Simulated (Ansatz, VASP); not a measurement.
# Cross-check of Re (Rhenium) between VASP and Ansatz

Wanted: the spread between two codes on one cell, functional and k mesh. The cell is taken from a series of runs on this material, whose earlier steps may have relaxed, scaled, displaced or heated it; both programs get it as it stands.

Main program and level: Ansatz 0.2.0; plane waves, with VASP 6.6.1 beside it; zone-centre phonons at PBEsol.

## (1) The structure

The structure is hexagonal, space group P6_3/mmc (No. 194). Conventional cell: a = 2.751 Å, b = 2.751 Å, c = 4.441 Å, α = 90.00°, β = 90.00°, γ = 120.00°. Nearest to Re lie 12 Re at 2.73 to 2.75 Å.

## (2) VASP: zone-centre phonons, PBEsol

Second derivatives magnify differences that forces hide, and they need a tight electronic threshold.

Lines of VASP's logs that name or quote its potential files are left out, and so is its time.

INCAR reads:

```
SYSTEM = Re
PREC = Accurate
ENCUT = 600
EDIFF = 1E-08
NELM = 120
ISMEAR = 1
SIGMA = 0.2
LREAL = .FALSE.
ALGO = Normal
GGA = PS
NBANDS = 13
LASPH = .TRUE.
LORBIT = 11
LWAVE = .FALSE.
LCHARG = .FALSE.
ISIF = 2
IBRION = 8
GGA_COMPAT = .FALSE.
KPAR = 2
```

POSCAR reads:

```
Re
1.0
    2.7507534329      0.0000000000      0.0000000000
   -1.3753767164      2.3822223524      0.0000000000
    0.0000000000      0.0000000000      4.4413559212
Re
2
Direct
    0.3333333333      0.6666666667      0.2500000000
    0.6666666667      0.3333333333      0.7500000000
```

KPOINTS reads:

```
Automatic mesh
0
Gamma
18 18 12
0 0 0
```

PAW data sets: Re (PBE family, release 64).

On the command line:

```sh
> mpirun -np 2 vasp_std
```

Numbers of over 12 decimals in the logs are rounded to 6 here.

Output:

```text
[banner, memory and clock lines left out]
running    2 mpi-ranks, on    1 nodes
 distrk:  each k-point on    1 cores,    2 groups
 distr:  one band on    1 cores,    1 groups

 POSCAR found type information on POSCAR Re
 POSCAR found :  1 types and       2 ions
|                                                                             |
|               ----> ADVICE to this user running VASP <----                  |
|                                                                             |
|     You enforced a specific xc type in the INCAR file but a different       |
|     [... a line on the potential file left out ...]
|     I HOPE YOU KNOW WHAT YOU ARE DOING!                                     |
|                                                                             |

 LDA part: xc-table for (Slater+PW92), standard interpolation
 POSCAR, INCAR and KPOINTS ok, starting setup
 FFT: planning ... GRIDC
 FFT: planning ... GRID_SOFT
 FFT: planning ... GRID
 WAVECAR not read
 entering main loop
       N       E                     dE             d eps       ncg     rms          rms(c)
DAV:   1     0.317439657123E+02    0.31744E+02   -0.73574E+03 12604   0.146E+03
DAV:   2    -0.250898286266E+02   -0.56834E+02   -0.47618E+02 11226   0.328E+02
DAV:   3    -0.281937084732E+02   -0.31039E+01   -0.27608E+01 11872   0.105E+02
DAV:   4    -0.282456028607E+02   -0.51894E-01   -0.51045E-01 10576   0.727E+00
DAV:   5    -0.282463245041E+02   -0.72164E-03   -0.72046E-03 11495   0.116E+00    0.453E+01
DAV:   6    -0.271216188739E+02    0.11247E+01   -0.96011E-01 11769   0.277E+01    0.188E+01
DAV:   7    -0.267508767698E+02    0.37074E+00   -0.65099E-01 11979   0.222E+01    0.519E-01
DAV:   8    -0.267390864749E+02    0.11790E-01   -0.77281E-03 11062   0.769E-01    0.147E-01
DAV:   9    -0.267380126651E+02    0.10738E-02   -0.55394E-04 12212   0.249E-01    0.435E-02
DAV:  10    -0.267380181202E+02   -0.54550E-05   -0.57623E-05 11197   0.984E-02    0.168E-02
DAV:  11    -0.267380187992E+02   -0.67902E-06   -0.72975E-07 12294   0.179E-02    0.175E-03
DAV:  12    -0.267380185601E+02    0.23912E-06   -0.25870E-08  8110   0.650E-03    0.809E-04
DAV:  13    -0.267380185639E+02   -0.38740E-08   -0.12193E-08  7025   0.193E-03
   1 F= -.26738019E+02 E0= -.26738199E+02  d E =0.541074E-03
 Linear response reoptimize wavefunctions to high precision
DAV:   1    -0.267380185551E+02    0.88653E-08   -0.13801E-08  8845   0.225E-03
DAV:   2    -0.267380185551E+02   -0.15007E-10   -0.25572E-10  5897   0.462E-04
 Linear response DOF=           2
 Linear response progress:
  Degree of freedom:   1/  2
       N       E                     dE             d eps       ncg     rms          rms(c)
RMM:   1    -0.739773313107E-01   -0.73977E-01   -0.62559E+00 29901   0.161E+02
RMM:   2    -0.142569172366E+00   -0.68592E-01   -0.68870E-02 66731   0.275E+00    0.133E-01
RMM:   3    -0.142277157480E+00    0.29201E-03   -0.18718E-03 66734   0.369E-01    0.902E-02
RMM:   4    -0.141479381835E+00    0.79778E-03   -0.10454E-03 68544   0.334E-01    0.230E-02
RMM:   5    -0.141526838826E+00   -0.47457E-04   -0.46033E-05 65307   0.771E-02    0.917E-03
RMM:   6    -0.141538735199E+00   -0.11896E-04   -0.73635E-06 68814   0.277E-02    0.415E-03
RMM:   7    -0.141541192167E+00   -0.24570E-05   -0.59466E-07 60841   0.991E-03    0.107E-03
RMM:   8    -0.141539820135E+00    0.13720E-05   -0.33386E-07 70806   0.257E-03    0.392E-04
RMM:   9    -0.141538898357E+00    0.92178E-06   -0.14123E-07 67932   0.135E-03    0.736E-05
RMM:  10    -0.141538816887E+00    0.81471E-07   -0.13398E-07 72576   0.843E-04    0.214E-05
RMM:  11    -0.141538837465E+00   -0.20578E-07   -0.12605E-07 70357   0.806E-04    0.529E-06
RMM:  12    -0.141538833263E+00    0.42020E-08   -0.12689E-07 71952   0.794E-04    0.253E-06
RMM:  13    -0.141538835708E+00   -0.24449E-08   -0.13068E-07 72567   0.797E-04    0.668E-07
RMM:  14    -0.141538834626E+00    0.10814E-08   -0.11748E-07 73762   0.802E-04    0.166E-07
RMM:  15    -0.141538834645E+00   -0.18367E-10   -0.13567E-07 70260   0.803E-04    0.106E-07
RMM:  16    -0.141538834346E+00    0.29887E-09   -0.17173E-07 68326   0.803E-04    0.205E-07
RMM:  17    -0.141538834556E+00   -0.20980E-09   -0.12632E-07 67929   0.803E-04    0.348E-07
RMM:  18    -0.141538834301E+00    0.25419E-09   -0.15688E-07 67832   0.803E-04    0.373E-07
RMM:  19    -0.141538834463E+00   -0.16112E-09   -0.17619E-07 68178   0.802E-04    0.400E-07
RMM:  20    -0.141538834351E+00    0.11175E-09   -0.16636E-07 68385   0.802E-04    0.431E-07
RMM:  21    -0.141538834369E+00   -0.18347E-10   -0.16707E-07 68891   0.802E-04    0.441E-07
 first order change of Fermi-energy  -0.17742E-04
 force on displaced ion       1 direction 1 :  -4.542   0.000   0.000
 Linear response progress:
  Degree of freedom:   2/  2
       N       E                     dE             d eps       ncg     rms          rms(c)
RMM:   1    -0.110029737989E+00   -0.11003E+00   -0.68284E+00 10270   0.167E+02
RMM:   2    -0.184590491033E+00   -0.74561E-01   -0.59011E-02 21449   0.330E+00    0.206E-01
RMM:   3    -0.185777102763E+00   -0.11866E-02   -0.55059E-03 22290   0.671E-01    0.118E-01
RMM:   4    -0.185959053470E+00   -0.18195E-03   -0.59936E-04 24133   0.199E-01    0.532E-02
RMM:   5    -0.186164767385E+00   -0.20571E-03   -0.35046E-04 22431   0.151E-01    0.147E-02
RMM:   6    -0.186180254670E+00   -0.15487E-04   -0.19174E-05 21458   0.430E-02    0.655E-03
RMM:   7    -0.186218900225E+00   -0.38646E-04   -0.17655E-05 21380   0.288E-02    0.299E-03
RMM:   8    -0.186214038602E+00    0.48616E-05    0.14577E-05 24104   0.984E-03    0.145E-03
RMM:   9    -0.186207746660E+00    0.62919E-05    0.66290E-06 20361   0.121E-02    0.253E-04
RMM:  10    -0.186210029584E+00   -0.22829E-05   -0.32368E-06 23852   0.335E-03    0.222E-04
RMM:  11    -0.186209898805E+00    0.13078E-06   -0.43251E-08 22452   0.137E-03    0.156E-04
RMM:  12    -0.186209373358E+00    0.52545E-06    0.13388E-07 22834   0.112E-03    0.261E-05
RMM:  13    -0.186209563462E+00   -0.19010E-06   -0.30559E-07 24624   0.862E-04    0.622E-06
RMM:  14    -0.186209569596E+00   -0.61337E-08   -0.99189E-08 25156   0.742E-04    0.687E-06
 first order change of Fermi-energy   0.92572E-04
 force on displaced ion       1 direction 3 :   0.000  -0.000  -2.737
 Linear response finished
```

OUTCAR, selected parts (step 2):

```text
ion  position               nearest neighbor table
   1  0.333  0.667  0.250-   2 2.73   2 2.73   2 2.73   2 2.73   2 2.73   2 2.73
   2  0.667  0.333  0.750-   1 2.73   1 2.73   1 2.73   1 2.73   1 2.73   1 2.73

  LATTYP: Found a hexagonal cell.
 ALAT       =     2.7507534329
 C/A-ratio  =     1.6145961568

 Subroutine GETGRP returns: Found 24 space group operations
 (whereof 12 operations were pure point group operations)

The static configuration has the point symmetry D_3d.
 The point group associated with its full space group is D_6h.

 Found    259 irreducible k-points:

   k-points           NKPTS =    259   k-points in BZ     NKDIM =    259   number of bands    NBANDS=     13

   dimension x,y,z NGX =    24 NGY =   24 NGZ =   36
   dimension x,y,z NGXF=    48 NGYF=   48 NGZF=   72

   ENCUT  =  600.0 eV  44.10 Ry    6.64 a.u.   5.49  5.49  8.87*2*pi/ulx,y,z

   NELECT =      14.0000    total number of electrons

 k-points in reciprocal lattice and weights: Automatic mesh
   0.00000000  0.00000000  0.00000000       0.000
   0.05555556  0.00000000  0.00000000       0.002
   0.11111111  0.00000000  0.00000000       0.002
   0.16666667  0.00000000  0.00000000       0.002
   0.22222222 -0.00000000  0.00000000       0.002
   0.27777778  0.00000000  0.00000000       0.002
   0.33333333  0.00000000  0.00000000       0.002
   0.38888889 -0.00000000  0.00000000       0.002
   0.44444444 -0.00000000  0.00000000       0.002
[...]
0.33333333  0.27777778  0.50000000       0.003
   0.33333333  0.33333333  0.50000000       0.001

 average (electrostatic) potential at core
       1 -38.8058       2 -38.8058

  Total        0.0244185      0.0244185      0.0038382      0.0000000      0.0000000      0.0000000
  in kB        1.3442489      1.3442489      0.2112939      0.0000000      0.0000000      0.0000000
  external PRESSURE =       0.9665972 kB  Pullay stress =       0.0000000 kB

  energy-cutoff  :      600.00
  volume of cell :       29.10
      direct lattice vectors                 reciprocal lattice vectors
     2.750753433  0.000000000  0.000000000     0.363536763  0.209888048  0.000000000
    -1.375376716  2.382222352  0.000000000     0.000000000  0.419776096  0.000000000
     0.000000000  0.000000000  4.441355921     0.000000000  0.000000000  0.225156465

 POSITION                                       TOTAL-FORCE (eV/Angst)
 -----------------------------------------------------------------------------------
     -0.00000      1.58815      1.11034        -0.000000      0.000000      0.000000
      1.37538      0.79407      3.33102         0.000000     -0.000000      0.000000
 -----------------------------------------------------------------------------------
    total drift:                               -0.000000      0.000000     -0.000000

 Eigenvectors and eigenvalues of the dynamical matrix
 ----------------------------------------------------

   1 f  =    3.453014 THz    21.695924 2PiTHz  115.180134 cm-1    14.280510 meV
             X         Y         Z           dx          dy          dz
     -0.000000  1.588148  1.110339    -0.634746   -0.311604    0.000000
      1.375377  0.794074  3.331017     0.634746    0.311604    0.000000

   2 f  =    3.453014 THz    21.695924 2PiTHz  115.180134 cm-1    14.280510 meV
             X         Y         Z           dx          dy          dz
     -0.000000  1.588148  1.110339     0.311604   -0.634746   -0.000000
      1.375377  0.794074  3.331017    -0.311604    0.634746    0.000000

   3 f  =    2.680212 THz    16.840269 2PiTHz   89.402252 cm-1    11.084462 meV
             X         Y         Z           dx          dy          dz
     -0.000000  1.588148  1.110339    -0.000000    0.000000   -0.707107
      1.375377  0.794074  3.331017     0.000000    0.000000    0.707107

   4 f  =    0.000000 THz     0.000000 2PiTHz    0.000000 cm-1     0.000000 meV
             X         Y         Z           dx          dy          dz
     -0.000000  1.588148  1.110339     0.000000    0.000000    0.707107
      1.375377  0.794074  3.331017    -0.000000    0.000000    0.707107

   5 f/i=    0.000000 THz     0.000000 2PiTHz    0.000001 cm-1     0.000000 meV
             X         Y         Z           dx          dy          dz
     -0.000000  1.588148  1.110339    -0.137662   -0.693577   -0.000000
      1.375377  0.794074  3.331017    -0.137662   -0.693577    0.000000

   6 f/i=    0.000000 THz     0.000000 2PiTHz    0.000002 cm-1     0.000000 meV
             X         Y         Z           dx          dy          dz
     -0.000000  1.588148  1.110339    -0.693577    0.137662   -0.000000
      1.375377  0.794074  3.331017    -0.693577    0.137662    0.000000

 ELASTIC MODULI CONTR FROM IONIC RELAXATION (kBar)
 Direction    XX          YY          ZZ          XY          YZ          ZX
 --------------------------------------------------------------------------------
 XX        -153.3170    153.3170      0.0000     -0.0000      0.0000      0.0000
 YY         153.3170   -153.3170     -0.0000     -0.0000      0.0000     -0.0000
 ZZ           0.0000     -0.0000     -0.0000      0.0000      0.0000     -0.0000
 XY          -0.0000     -0.0000      0.0000   -153.3170      0.0000     -0.0000
 YZ           0.0000      0.0000      0.0000      0.0000      0.0000      0.0000
 ZX           0.0000     -0.0000     -0.0000     -0.0000      0.0000     -0.0000
 --------------------------------------------------------------------------------
```

The data set Re keeps the semicore shell frozen, which is cheaper and a little less accurate.

## (3) Ansatz: zone-centre phonons, PBEsol

Ansatz runs on its PAW soft_1 files.

The same cell, functional, mesh and smearing now go to Ansatz, which takes its cutoff from its data sets.

input.yaml reads:

```yaml
crystal:
  lattice:
    - [2.7507534329, 0.0, 0.0]
    - [-1.3753767164, 2.3822223524, 0.0]
    - [0.0, 0.0, 4.4413559212]
  atoms:
    - { symbol: Re, position: [0.3333333333, 0.6666666667, 0.25] }
    - { symbol: Re, position: [0.6666666667, 0.3333333333, 0.75] }
kpoints:
  mp_grid: { grid: [18, 18, 12] }
hamiltonian:
  xc: pbesol
  pseudopotentials: { kind: paw, azcp: { folder: soft_1 }, xc_functional: pbe }
scf:
  occupations: { method: methfessel_paxton, width: 0.2 }
output:
  eigenvalues: true
phonons:
  method: dfpt
```

On the command line:

```sh
> ansatz run input.yaml --threads 4 --pin off --max-ram 10240MiB --backend cpu --events-out ev --progress --plain --runs-dir out
```

Output:

```text
zone centre: on kpoints.mp_grid the ground state, and the responses unless they are solved on pairs of k-points, stand on 637 of the mesh's 3888 k-points, reduced under 4 symmetry operations, with k and −k counted as one. Each operation leaves every solved displacement unchanged or reverses it
Engine: ansatz 0.2.0, x86_64-unknown-linux-gnu
Pseudopotentials: kind: paw
Pseudopotential: Re, paw, valence charge 15, recommended cutoff 420 eV (normal), soft_1/Re.paw.azcp
Functional definition: PBEsol
  exchange = pbesol_x
  correlation = pbesol_c
Crystal: 2 atoms, lattice volume = 29.104 Å³
Basis set: ecut = 420 eV, 573 PW (Γ), exchange–correlation on 40×40×60 points (8 copies of the dense FFT grid, shifted against one another)
Bands: 19, of which v1, the nominal top of the filled ones, is band 15 counted from 1 (14 counted from 0)
Symmetry: 24 space group operations
k-points: 637 of 3888 (irreducible under 4 space group operations, time reversal used)
Non-local potential: Re, projectors of the file, l = 0: 3, l = 1: 2, l = 2: 2, l = 3: 1
PAW form: soft (Blöchl's): semilocal exchange-correlation on the pseudo side does not see the compensation charge
PAW frozen core: Re, regenerated for the run's functional, and the local potential with it (the file was generated under x = pbe(κ = 0.804, μ = 0.219515), c = pbe(β = 0.066725))
PAW one-centre angular grid: Re, 590 points (default); XC on 64 Gauss nodes
Initial density: superposition of atomic densities (chi_scale 0.1, normalization cell)
Initial wavefunctions: pseudopotential atomic-orbital guess
Functional: x = pbesol(κ = 0.804, μ = 0.123457), c = pbesol(β = 0.046)
SCF iter   1: F=—  HF=-21477.172934 eV  |F-HF|=—  |Δ(HF+E_count)|=         —  Δρ=6.26e-2  dr2=1.06e0  ethr=3.10e-3  ⟨swp⟩=4.7  Hψ=47921  notcnv=0
preconditioner: auto → none  [metal: Δε(μ)=0.014 eV  Ē_g=6.486 eV  σ=0.200 eV  W_gap=0.06  n_scr=8 (ndim 8)  ℏωp=25.8 eV  f_vac=0.000  D(μ)=1.58/eV (n_scr^D=22)  sad-step TF]
SCF iter   2: F=—  HF=-21476.887333 eV  |F-HF|=—  |Δ(HF+E_count)|=   2.86e-1  S|Δr|=    0.00e0  Δρ=3.65e-2  dr2=3.47e-1  ethr=3.10e-3  ⟨swp⟩=2.0  Hψ=19432  notcnv=0  defer=6
SCF iter   3: F=—  HF=-21476.753455 eV  |F-HF|=—  |Δ(HF+E_count)|=   1.34e-1  S|Δr|=    0.00e0  Δρ=1.76e-3  dr2=3.29e-4  ethr=1.16e-3  ⟨swp⟩=3.0  Hψ=23476  notcnv=0  defer=6
SCF iter   4: F=—  HF=-21476.753776 eV  |F-HF|=—  |Δ(HF+E_count)|=   3.22e-4  S|Δr|=    0.00e0  Δρ=1.86e-4  dr2=1.08e-5  ethr=1.10e-6  ⟨swp⟩=2.1  Hψ=17608  notcnv=0  defer=6
SCF iter   5: F=—  HF=-21476.753772 eV  |F-HF|=—  |Δ(HF+E_count)|=   4.20e-6  S|Δr|=    0.00e0  Δρ=3.06e-5  dr2=1.87e-7  ethr=3.58e-8  ⟨swp⟩=2.0  Hψ=16433  notcnv=0  defer=6
SCF iter   6: F=—  HF=-21476.753772 eV  |F-HF|=—  |Δ(HF+E_count)|=   8.37e-8  S|Δr|=    0.00e0  Δρ=7.32e-6  dr2=1.18e-8  ethr=6.22e-10  ⟨swp⟩=2.7  Hψ=23092  notcnv=0  defer=6
SCF iter   7: F=—  HF=-21476.753772 eV  |F-HF|=—  |Δ(HF+E_count)|=   2.83e-9  S|Δr|=    0.00e0  Δρ=1.22e-6  dr2=2.68e-10  ethr=3.95e-11  ⟨swp⟩=2.8  Hψ=21119  notcnv=0  defer=6
SCF iter   8: F=-21476.753772 eV  HF=-21476.753772 eV  |F-HF|=3.64e-12  |Δ(HF+E_count)|=  3.64e-11  S|Δr|=    0.00e0  Δρ=1.02e-7  dr2=1.19e-12  ethr=1.00e-12  ⟨swp⟩=6.0  Hψ=52535  notcnv=0
SCF 1 converged in 8 iterations: F = -21476.753772 eV  dr2 = 1.19e-12
  greatest PAW one-centre occupation: 0.999 electrons in one spin orbital (limit 2), on the Re atom at site 1 (counted from 0), in its partial waves of l = 0
DFPT response loops at Γ: preconditioner auto → Kerker (q_TF=auto, 2.742 Å⁻¹) (partly filled bands, converged f_vac=0.000); β = 1.00, the filter's whole step (`scf.mixing.beta` (0.50) is not read by the response loops under this deck's `scf.mixing.preconditioner`; to damp them name `kerker` or `kerker_dos`, under which they read `scf.mixing.beta`, and type it under 1.00, their step now; both keys bind the ground state too); Broyden in place of MSR1
SCF converged after 8 iterations
Stability not checked: this state was not tested for a lower state beside it, because cold or Methfessel-Paxton smearing, or corrected tetrahedra, fill the levels in a way that the test cannot read (fill_not_monotonic; see scf.lower_state_search)
Free energy (F): -21476.753772 eV
Harris-Foulkes:  -21476.753772 eV  (|F-HF|=3.64e-12)
Internal energy: -21476.754485 eV  (E = F + TS)
E sigma→0 (E₀):  -21476.753950 eV
Entropy (-TS):   0.000713 eV (0.357 meV/atom)
Fermi energy:    24.154679 eV
--- Per-component energies (eV) ---
  E_band       = -137.751875
  E_kinetic    = 1047.656455
  E_local      = -1529.939845  (includes V_loc(G=0)·N_el)
  E_nonlocal   = 165.189365
  E_hartree    = 533.901944
  E_xc         = -709.161927
  E_vxc        = -580.906452  (∫ρ·V_xc dr)
  E_paw        = -17152.148772  (= ΣΔE_a)
  E_vpaw       = -307.555421  (= ΣTr[D̂ρ^β])
  E_aug_tail   = 0.000101  (compensation charges beyond the density's cutoff)
  E_ewald      = -3832.718460
  E_core_change = 0.466653  (= ΣΔE_core)
  E_smearing   = 0.000713  (= −TS)
  E_closure    = -0.000000  (closes the sum)
  Σ components = -21476.753772   (vs F -21476.753772, Δ=0.00e0)
--- Band table (eV; the first three rows and the last of 637) ---
  k-point 0: bands = [... 11 lower, 22.5564, 22.5632, 23.4130, 23.4130, 24.3580, 24.3580, 24.8135, 27.5976]
  k-point 1: bands = [... 11 lower, 22.5113, 22.5117, 23.3581, 23.3581, 24.4815, 24.4815, 24.5653, 27.6101]
  k-point 2: bands = [... 11 lower, 22.4156, 22.4156, 23.2094, 23.2094, 23.9373, 24.8078, 24.8078, 27.6247]
  k-point 636: bands = [... 11 lower, 20.8462, 21.9940, 21.9940, 23.9820, 23.9820, 28.2227, 28.2227, 30.6085]
--- Phonons (Γ-DFPT): 2 representative perturbations + reference, on 637 of 3888 k-points (Σ response iterations 5) ---
  k mesh reduced under 4 symmetry operations, with k and −k counted as one. Each operation leaves every solved displacement unchanged or reverses it
  ASR residual: 1.009e-4 → 0.000e0 eV/Å²; symmetrization residual: 6.646e-10 eV/Å²
  ASR residual per site (eV/Å²): 1.01e-4 1.01e-4
  Γ frequencies (cm⁻¹): 0.00 0.00 0.00 93.16 117.09 117.09
  non-analytic LO–TO correction: not included (Born effective charges unavailable; polar crystals: no LO–TO splitting at Γ)
```

## (4) Side by side

Known differences besides the potentials themselves: the data sets hold 30 valence electrons in Ansatz (on its PAW soft_1 files) and 14 in VASP; the cutoff is 420 eV in Ansatz and 600 eV in VASP; Ansatz makes its cores anew for this functional, VASP keeps those of its PBE data sets. Total energies have different zeros and are not compared.

Both answers:

```csv
quantity,Ansatz,VASP,difference
optical mode 1 (cm⁻¹),93.2,89.4,+4.20 %
optical mode 2 to 3 (cm⁻¹),117.1,115.2,+1.66 %
```

Modes are paired by rising frequency, not by their patterns, so a pair may set unlike modes beside each other; they are those without the splitting of longitudinal modes.

## (5) Summary of results

| Property | Result |
| --- | --- |
| r.m.s. difference of the optical zone-centre modes, each program's sorted by frequency (zone-centre phonons, PBEsol) | 2.7 cm⁻¹ |
| difference in optical mode 1 (zone-centre phonons, PBEsol) | +4.2 % |

In words: The r.m.s. difference of the optical zone-centre modes, each program's sorted by frequency is 2.7 cm⁻¹ (zone-centre phonons, PBEsol). The data sets hold unlike numbers of valence electrons (30 in Ansatz and 14 in VASP), so part of the differences comes from the potentials. Among the rows given in per cent, the largest difference of the zone-centre phonons, PBEsol pair is in optical mode 1, +4.2 %. How closely two codes agree says nothing of how well the functional describes the real material.

[Lines on the potential files, build, host, timing and source positions are cut from VASP's logs without a mark.]

[Logs are printed without paths, hosts, clocks, repeated set-up lines and the standing remarks that a program may print on its own settings, such as how far it seeks lower states.]

[Hosts, paths, dates, database ids (printed as entryN), source tags and the programs' standing remarks are cut or masked in the printed files.]
